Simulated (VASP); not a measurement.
# ZrOs3 (Pm-3m) in VASP: a series of runs

Runs on ZrOs3. Level: RPBE. Tasks: single point.

Program: VASP 6.6.1. These are calculated values, not measurements. Logs are shortened: lines on timing, memory, paths and dates and some standing lists are left out, and cuts for length are marked.

### 1 Starting point

Symmetry: Pm-3m, No. 221, cubic system. The conventional cell has a = 3.997 Å, b = 3.997 Å, c = 3.997 Å, α = 90.00°, β = 90.00°, γ = 90.00°. Os (site symmetry 4/mmm) is surrounded by 8 Os at 2.83 Å and 4 Zr at 2.83 Å. Zr (site symmetry m-3m) is surrounded by 12 Os at 2.83 Å.

The cell comes from a database or a generator and needn't be the stable form of this composition.

### 2 Single point, RPBE

INCAR reads:

```
  PREC = Accurate
  ENCUT = 550
  EDIFF = 1E-7
  ISMEAR = 0
  SIGMA = 0.05
  LREAL = F
  LASPH = T
  NELM = 100
  ALGO = Normal
  ISIF = 2
  LWAVE = F
  LCHARG = F
  GGA = RP
```

KPOINTS reads:

```
Automatic mesh
0
Gamma
  7 7 7
```

POSCAR reads:

```
ZrOs3
1.0
    3.9965870000      0.0000000000      0.0000000000
    0.0000000000      3.9965870000      0.0000000000
    0.0000000000      0.0000000000      3.9965870000
Os Zr
3 1
Cartesian
    0.0000000000      1.9982935000      1.9982935000
    1.9982935000      0.0000000000      1.9982935000
    1.9982935000      1.9982935000      0.0000000000
    0.0000000000      0.0000000000      0.0000000000
```

Potentials or basis: VASP PAW PBE potentials, release 64 (Os_sv_GW, Zr_sv_GW).

Run with:

```console
cat potpaw_PBE.64/Os_sv_GW/POTCAR potpaw_PBE.64/Zr_sv_GW/POTCAR > POTCAR
mpirun -np 1 vasp_std > vasp.out
```

OUTCAR:

```text
PREC = Accurate
   ENCUT = 550
   EDIFF = 1E-7
   ISMEAR = 0
   LREAL = F
   LASPH = T
   NELM = 100
   ISIF = 2
   GGA = RP

 ion  position               nearest neighbor table
   1  0.000  0.500  0.500-   2 2.83   3 2.83   4 2.83   3 2.83   4 2.83   2 2.83   4 2.83   4 2.83
                             2 2.83   3 2.83   3 2.83   2 2.83
   2  0.500  0.000  0.500-   1 2.83   3 2.83   4 2.83   3 2.83   4 2.83   1 2.83   3 2.83   3 2.83
                             1 2.83   4 2.83   4 2.83   1 2.83
   3  0.500  0.500  0.000-   1 2.83   2 2.83   4 2.83   1 2.83   2 2.83   2 2.83   4 2.83   2 2.83
                             1 2.83   4 2.83   1 2.83   4 2.83
   4  0.000  0.000  0.000-   1 2.83   2 2.83   3 2.83   1 2.83   2 2.83   1 2.83   3 2.83   1 2.83
                             2 2.83   3 2.83   2 2.83   3 2.83

  LATTYP: Found a simple cubic cell.
 ALAT       =     3.9965870000

  Lattice vectors:

 A1 = (   3.9965870000,   0.0000000000,   0.0000000000)
 A2 = (   0.0000000000,   3.9965870000,   0.0000000000)
 A3 = (   0.0000000000,   0.0000000000,   3.9965870000)

Analysis of symmetry for initial positions (statically):
=====================================================================
 Subroutine PRICEL returns:
 Original cell was already a primitive cell.

 Routine SETGRP: Setting up the symmetry group for a
 simple cubic supercell.

 Subroutine GETGRP returns: Found 48 space group operations
 (whereof 48 operations were pure point group operations)
 out of a pool of 48 trial point group operations.

The static configuration has the point symmetry O_h .

Analysis of symmetry for dynamics (positions and initial velocities):
=====================================================================
 Subroutine PRICEL returns:
 Original cell was already a primitive cell.

 Routine SETGRP: Setting up the symmetry group for a
 simple cubic supercell.

 Subroutine GETGRP returns: Found 48 space group operations
 (whereof 48 operations were pure point group operations)
 out of a pool of 48 trial point group operations.

The dynamic configuration has the point symmetry O_h .

 Subroutine INISYM returns: Found 48 space group operations
 (whereof 48 operations are pure point group operations),
 and found     1 'primitive' translations

----------------------------------------------------------------------------------------

                                     Primitive cell
[... 90 lines left out ...]
   EDIFF  = 0.1E-06   stopping-criterion for ELM
   LREAL  =      F    real-space projection
   EDIFFG = 0.1E-05   stopping-criterion for IOM
   NSW    =      0    number of steps for IOM
   IBRION =     -1    ionic relax: 0-MD 1-quasi-New 2-CG
   NFREE  =      0    steps in history (QN), initial steepest desc. (CG)
   ISIF   =      2    stress and relaxation
   ISYM   =      2    0-nonsym 1-usesym 2-fastsym
   POTIM  = 0.5000    time-step for ionic-motion
   TEBEG  =    0.0;   TEEND  =   0.0 temperature during run
   PSTRESS=    0.0 pullay stress
   NELECT =      60.0000    total number of electrons
   NUPDOWN=      -1.0000    fix difference up-down
   EMIN   =  10.00;   EMAX   =-10.00  energy-range for DOS
   EFERMI =   0.00;   METHOD = LEGACY
   ISMEAR =     0;   SIGMA  =   0.05  broadening in eV -4-tet -1-fermi 0-gaus
   EFERMI_NEDOS =   21; number of points for ismear=-14 and -15
   IALGO  =     38    algorithm
   IMIX   =      4    mixing-type and parameters
     AMIX     =   0.40;   BMIX     =  1.00
     AMIX_MAG =   1.60;   BMIX_MAG =  1.00
  volume/ion in A,a.u.               =      15.96       107.70
  Fermi-wavevector in a.u.,A,eV,Ry     =   1.603624  3.030411 34.988893  2.571611
  Thomas-Fermi vector in A             =   2.700258
   LORBIT       =      0    0 simple, 1 ext, 2 COOP (PROOUT), +10 PAW based schemes
   GGA     = RP    functional components
   LHFCALC =     F    Hartree Fock is set to
   AEXX    =    0.0000 exact exchange contribution
   IVDW    =     0    specifies the selected vdW correction
   LEPSILON=     F    determine dielectric tensor
   LRPA    =     F    only Hartree local field effects (RPA)
 non-spin polarized calculation
 Gauss-broadening in eV      SIGMA  =   0.05
  energy-cutoff  :      550.00
  volume of cell :       63.84
 maximum number of plane-waves:      1883
 NGX is ok and might be reduce to    32
   NGX = 15   NGY = 15   NGZ = 15

 number of electron      60.0000003 magnetization

 Free energy of the ion-electron system (eV)
  ---------------------------------------------------
  ext. energy  EPLUGINS =         0.00000000
  ---------------------------------------------------
  free energy    TOTEN  =       -44.88155127 eV

  energy without entropy =      -44.87467277  energy(sigma->0) =      -44.87811202

 E-fermi :  11.6058     XC(G=0): -13.4925

 val. band max:       11.5926908731   @ k =   0.4286   0.4286   0.1429
 cond. band min:      11.6789405511   @ k =   0.4286   0.2857   0.0000
 fundamental gap:      0.0862496780
 Fermi energy:        11.6058116217

 k-point     1 :       0.0000    0.0000    0.0000
  band No.  band energies     occupation
      1     -74.1010      2.00000
      2     -74.0464      2.00000
      3     -74.0464      2.00000
      4     -36.1690      2.00000
      5     -33.7244      2.00000
      6     -33.7244      2.00000
[... 769 lines left out ...]
     35      14.5822      0.00000
     36      16.0293      0.00000

------------------------ aborting loop because EDIFF is reached ----------------------------------------

  FORCE on cell =-STRESS in cart. coord.  units (eV):
  Direction    XX          YY          ZZ          XY          YZ          ZX
  --------------------------------------------------------------------------------------
  -------------------------------------------------------------------------------------
  Total       -0.0317959     -0.0317959     -0.0317959     -0.0000000     -0.0000000      0.0000000
  in kB       -0.7980210     -0.7980210     -0.7980210     -0.0000000     -0.0000000      0.0000000
  external PRESSURE =      -0.7980210 kB  Pullay stress =       0.0000000 kB

 VOLUME and BASIS-vectors are now :
 -----------------------------------------------------------------------------
  energy-cutoff  :      550.00
  volume of cell :       63.84
      direct lattice vectors                 reciprocal lattice vectors
     3.996587000  0.000000000  0.000000000     0.250213495  0.000000000  0.000000000
     0.000000000  3.996587000  0.000000000     0.000000000  0.250213495  0.000000000
     0.000000000  0.000000000  3.996587000     0.000000000  0.000000000  0.250213495

 POSITION                                       TOTAL-FORCE (eV/Angst)
 -----------------------------------------------------------------------------------
      0.00000      1.99829      1.99829         0.000000      0.000000      0.000000
      1.99829      0.00000      1.99829         0.000000      0.000000      0.000000
      1.99829      1.99829      0.00000         0.000000      0.000000      0.000000
      0.00000      0.00000      0.00000         0.000000      0.000000      0.000000
 -----------------------------------------------------------------------------------
    total drift:                                0.000000     -0.000000     -0.000000

  FREE ENERGIE OF THE ION-ELECTRON SYSTEM (eV)
  ---------------------------------------------------
  free  energy   TOTEN  =       -44.8815512711 eV

  energy  without entropy=      -44.8746727716  energy(sigma->0) =      -44.87811202
```

OSZICAR:

```text
N       E                     dE             d eps       ncg     rms          rms(c)
DAV:   1     0.740224589506E+03    0.74022E+03   -0.42441E+04  1472   0.185E+03
DAV:   2     0.192594288213E+01   -0.73830E+03   -0.72138E+03  1904   0.639E+02
DAV:   3    -0.470173697412E+02   -0.48943E+02   -0.47536E+02  1920   0.155E+02
DAV:   4    -0.487189963546E+02   -0.17016E+01   -0.16846E+01  1888   0.332E+01
DAV:   5    -0.487895728019E+02   -0.70576E-01   -0.69923E-01  1928   0.568E+00    0.120E+02
DAV:   6    -0.454853161931E+02    0.33043E+01   -0.14941E+01  1800   0.182E+01    0.632E+01
DAV:   7    -0.452543783104E+02    0.23094E+00   -0.61708E+00  2128   0.132E+01    0.199E+01
DAV:   8    -0.449306345329E+02    0.32374E+00   -0.34215E+00  2088   0.804E+00    0.431E+00
DAV:   9    -0.448810085008E+02    0.49626E-01   -0.40141E-01  1764   0.305E+00    0.820E-01
DAV:  10    -0.448823810716E+02   -0.13726E-02   -0.21111E-02  2024   0.855E-01    0.321E-01
DAV:  11    -0.448815637807E+02    0.81729E-03   -0.39563E-03  2044   0.289E-01    0.154E-01
DAV:  12    -0.448815696913E+02   -0.59105E-05   -0.24503E-04  1844   0.934E-02    0.756E-02
DAV:  13    -0.448815589941E+02    0.10697E-04   -0.19690E-05  1940   0.292E-02    0.397E-02
DAV:  14    -0.448815511572E+02    0.78369E-05   -0.53668E-05  2008   0.301E-02    0.100E-02
DAV:  15    -0.448815511172E+02    0.39952E-07   -0.14294E-06  1664   0.681E-03    0.287E-03
DAV:  16    -0.448815512410E+02   -0.12380E-06   -0.10621E-07  1108   0.207E-03    0.129E-03
DAV:  17    -0.448815512711E+02   -0.30033E-07   -0.12301E-07  1124   0.148E-03
   1 F= -.44881551E+02 E0= -.44878112E+02  d E =-.687850E-02
```

stdout:

```text
POSCAR found type information on POSCAR OsZr
 POSCAR found :  2 types and       4 ions
 scaLAPACK will be used
 -----------------------------------------------------------------------------
|                                                                             |
|                                                                             |
|     You enforced a specific xc type in the INCAR file but a different       |
|     I HOPE YOU KNOW WHAT YOU ARE DOING!                                     |
|                                                                             |
 -----------------------------------------------------------------------------

 LDA part: xc-table for (Slater+PW92), standard interpolation
 POSCAR, INCAR and KPOINTS ok, starting setup
 FFT: planning ... GRIDC
 FFT: planning ... GRID_SOFT
 FFT: planning ... GRID
 WAVECAR not read
 entering main loop
```

It took 47 s on 1 thread of Intel Xeon Platinum 8488C (Sapphire Rapids), shared host; peak memory 0.21 GiB.

Results:

```
Free energy            : -44.8816 eV
Pressure               : -0.1 GPa
Band gap on the k mesh : none (metal or under the smearing width)
```

Caveat: the PAW data sets were made with another functional, which shifts forces and pressure a little. The run has no spin-orbit coupling, so splittings on Os are missing.

### 3 Single point, RPBE

run.py reads:

```python
from ase.calculators.vasp import Vasp
from ase.dft.bandgap import bandgap
from ase.spacegroup import crystal

atoms = crystal(
    ['Os', 'Zr'],
    basis=[[0.0, 0.5, 0.5], [0.0, 0.0, 0.0]],
    spacegroup=221,
    setting=1,
    cellpar=[3.996587, 3.996587, 3.996587, 90.0, 90.0, 90.0],
    primitive_cell=True,
)
calc = Vasp(
    directory='calc',
    xc='rpbe',
    pp='PBE',
    setups='gw',
    prec='Accurate',
    encut=550,
    ediff=1e-07,
    ismear=0,
    sigma=0.05,
    lreal=False,
    lasph=True,
    nelm=100,
    algo='Normal',
    isif=2,
    lwave=False,
    lcharg=False,
    kpts=[7, 7, 7],
    gamma=True,
)
atoms.calc = calc

print('energy (eV):', atoms.get_potential_energy())
print('free energy (eV):', atoms.get_potential_energy(force_consistent=True))
print('forces (eV/A):')
print(atoms.get_forces())
print('stress (eV/A^3, Voigt):', atoms.get_stress())
print('Fermi level (eV):', calc.get_fermi_level())
gap, top, bottom = bandgap(calc)
print('band gap (eV):', gap, 'from (spin, k, band)', top, 'to', bottom)
```

Potentials or basis: VASP PAW PBE potentials, release 64 (Os_sv_GW, Zr_sv_GW).

Run with:

```console
python run.py
```

Standard output:

```text
energy (eV): -44.87811202
free energy (eV): -44.88155127
forces (eV/A):
[[0. 0. 0.]
 [0. 0. 0.]
 [0. 0. 0.]
 [0. 0. 0.]]
stress (eV/A^3, Voigt): [ 0.00049809  0.00049809  0.00049809  0.         -0.          0.        ]
Fermi level (eV): 11.60581162
band gap (eV): 0.0 from (spin, k, band) (None, None, None) to (None, None, None)
```

OUTCAR:

```text
ENCUT = 550.000000
   EDIFF = 1.00e-07
   GGA = RP
   PREC = Accurate
   ISIF = 2
   ISMEAR = 0
   NELM = 100
   LASPH = .TRUE.
   LREAL = .FALSE.

 ion  position               nearest neighbor table
   1  0.000  0.500  0.500-   2 2.83   3 2.83   4 2.83   3 2.83   4 2.83   2 2.83   4 2.83   4 2.83
                             2 2.83   3 2.83   3 2.83   2 2.83
   2  0.500  0.000  0.500-   1 2.83   3 2.83   4 2.83   3 2.83   4 2.83   1 2.83   3 2.83   3 2.83
                             1 2.83   4 2.83   4 2.83   1 2.83
   3  0.500  0.500  0.000-   1 2.83   2 2.83   4 2.83   1 2.83   2 2.83   2 2.83   4 2.83   2 2.83
                             1 2.83   4 2.83   1 2.83   4 2.83
   4  0.000  0.000  0.000-   1 2.83   2 2.83   3 2.83   1 2.83   2 2.83   1 2.83   3 2.83   1 2.83
                             2 2.83   3 2.83   2 2.83   3 2.83

  LATTYP: Found a simple cubic cell.
 ALAT       =     3.9965870000

  Lattice vectors:

 A1 = (   3.9965870000,   0.0000000000,   0.0000000000)
 A2 = (   0.0000000000,   3.9965870000,   0.0000000000)
 A3 = (   0.0000000000,   0.0000000000,   3.9965870000)

Analysis of symmetry for initial positions (statically):
=====================================================================
[... 176 lines left out ...]
 cond. band min:      11.6789405511   @ k =   0.4286   0.2857   0.0000
 fundamental gap:      0.0862496780
 Fermi energy:        11.6058116217

 k-point     1 :       0.0000    0.0000    0.0000
  band No.  band energies     occupation
      1     -74.1010      2.00000
      2     -74.0464      2.00000
      3     -74.0464      2.00000
      4     -36.1690      2.00000
      5     -33.7244      2.00000
      6     -33.7244      2.00000
[... 769 lines left out ...]
     35      14.5822      0.00000
     36      16.0293      0.00000

------------------------ aborting loop because EDIFF is reached ----------------------------------------

  FORCE on cell =-STRESS in cart. coord.  units (eV):
  Direction    XX          YY          ZZ          XY          YZ          ZX
  --------------------------------------------------------------------------------------
  -------------------------------------------------------------------------------------
  Total       -0.0317959     -0.0317959     -0.0317959     -0.0000000     -0.0000000      0.0000000
  in kB       -0.7980210     -0.7980210     -0.7980210     -0.0000000     -0.0000000      0.0000000
  external PRESSURE =      -0.7980210 kB  Pullay stress =       0.0000000 kB

 VOLUME and BASIS-vectors are now :
 -----------------------------------------------------------------------------
  energy-cutoff  :      550.00
  volume of cell :       63.84
      direct lattice vectors                 reciprocal lattice vectors
     3.996587000  0.000000000  0.000000000     0.250213495  0.000000000  0.000000000
     0.000000000  3.996587000  0.000000000     0.000000000  0.250213495  0.000000000
     0.000000000  0.000000000  3.996587000     0.000000000  0.000000000  0.250213495

 POSITION                                       TOTAL-FORCE (eV/Angst)
 -----------------------------------------------------------------------------------
      0.00000      1.99829      1.99829         0.000000      0.000000      0.000000
      1.99829      0.00000      1.99829         0.000000      0.000000      0.000000
      1.99829      1.99829      0.00000         0.000000      0.000000      0.000000
      0.00000      0.00000      0.00000         0.000000      0.000000      0.000000
 -----------------------------------------------------------------------------------
    total drift:                                0.000000     -0.000000     -0.000000

  FREE ENERGIE OF THE ION-ELECTRON SYSTEM (eV)
  ---------------------------------------------------
  free  energy   TOTEN  =       -44.8815512711 eV

  energy  without entropy=      -44.8746727716  energy(sigma->0) =      -44.87811202
```

INCAR:

```text
ENCUT = 550.000000
SIGMA = 0.050000
EDIFF = 1.00e-07
ALGO = Normal
GGA = RP
PREC = Accurate
ISIF = 2
ISMEAR = 0
NELM = 100
LASPH = .TRUE.
LCHARG = .FALSE.
LWAVE = .FALSE.
LREAL = .FALSE.
```

It took 52 s on 1 thread of Intel Xeon Platinum 8488C (Sapphire Rapids), shared host; peak memory 0.21 GiB.

What came out:

* Free energy: -44.8816 eV
* Pressure: -0.1 GPa
* Band gap on the k mesh: none (metal or under the smearing width)

Levels at points of the mesh, in eV from the Fermi level:
```tsv
k point	band 28	band 29	band 30	band 31	band 32	band 33
(0.00, 0.00, 0.00)	0.98	2.49	3.07	3.07	3.07	3.24
```

Caveat: the PAW data sets were made with another functional, which shifts forces and pressure a little.
